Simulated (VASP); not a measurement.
Energy against volume of MnF₂ (rutile). Level of theory: revPBE GGA, VASP's PBE PAW potentials (set 64) (plane waves; VASP 6.6.1). Numerical set-up: 520 eV cut-off, 5×5×7 Γ-centred mesh, Gaussian smearing of 0.050 eV, potentials Mn_pv F.

Shape and ions are relaxed at each volume.

```json
[
 {"V (Å³/atom)": "13.576", "E (eV/atom)": "-6.34342"},
 {"V (Å³/atom)": "13.996", "E (eV/atom)": "-6.34762"},
 {"V (Å³/atom)": "14.415", "E (eV/atom)": "-6.34583"},
 {"V (Å³/atom)": "14.835", "E (eV/atom)": "-6.33920"}
]
```

### Question
Fit these four points and predict the energy of the run at 13.156 Å³/atom.

### Answer
A cubic in V^(−2/3), the third-order Birch-Murnaghan form, passes through the four points with V0 = 14.07 Å³/atom and B0 = 74 GPa, and gives -6.3318 eV/atom there. The run gave -6.3321 eV/atom, -0.3 meV/atom from the fit; all five points give B0 = 73 GPa.

The compound is MnF2 in the rutile structure. It was relaxed first, which changed the volume by +8 %.
